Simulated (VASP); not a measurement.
An input for Ansatz (written as the equivalent of a VASP run, and not itself run):

Ansatz 0.2 input:
```yaml
crystal:
  lattice:
    - [0.0000000, 2.3880330, 2.3880330]
    - [2.3880330, 0.0000000, 2.3880330]
    - [2.3880330, 2.3880330, 0.0000000]
  atoms:
    - { symbol: Ca, position: [0.0000000, 0.0000000, 0.0000000] }
    - { symbol: O, position: [0.5000000, 0.5000000, 0.5000000] }
kpoints:
  mp_grid: { grid: [10, 10, 10] }
hamiltonian:
  xc: pbesol
  pseudopotentials: { kind: paw }
scf:
  occupations: { method: gaussian, width: 0.05 }
  max_iter: 100
relax:
  max_steps: 40
  f_tol: 0.02
  cell: {}
output: { forces: true, stress: true, eigenvalues: true }
```

**Question.** Translate this input to VASP (INCAR, KPOINTS, POSCAR, choice of POTCAR).

**Answer.** One answer among several that fit: 
INCAR:
```
SYSTEM  =  CaO
PREC  =  Accurate; ENCUT  =  620; LREAL  =  .FALSE.
LASPH  =  .TRUE.
EDIFF  =  1E-6; NELM  =  100; ALGO  =  Normal
ISMEAR  =  0; SIGMA  =  0.05
GGA  =  PS
IBRION  =  2; NSW  =  40; ISIF  =  3
EDIFFG  =  -0.02
LWAVE  =  .FALSE.; LCHARG  =  .FALSE.
```

File POSCAR:
```
CaO
1
    0.0000000000     2.3880329525     2.3880329525
    2.3880329525     0.0000000000     2.3880329525
    2.3880329525     2.3880329525     0.0000000000
Ca O
1 1
Direct
  0.0000000000   0.0000000000   0.0000000000
  0.5000000000   0.5000000000   0.5000000000
```

File KPOINTS:
```
kpoints
0
gamma
  10 10 10
```

POTCAR, in this order: Ca_sv O (PBE.64 set). Program: vasp_std.

Limits of the translation: each code has its own PAW files, so the cut-off isn't converted (ENCUT is set for VASP's; basis.ecutwfc is left out, and Ansatz then takes the one that its files recommend); Ansatz stops its SCF on the density residual and VASP on the energy change (EDIFF).

The compound is CaO in the rock salt structure. It was relaxed first.
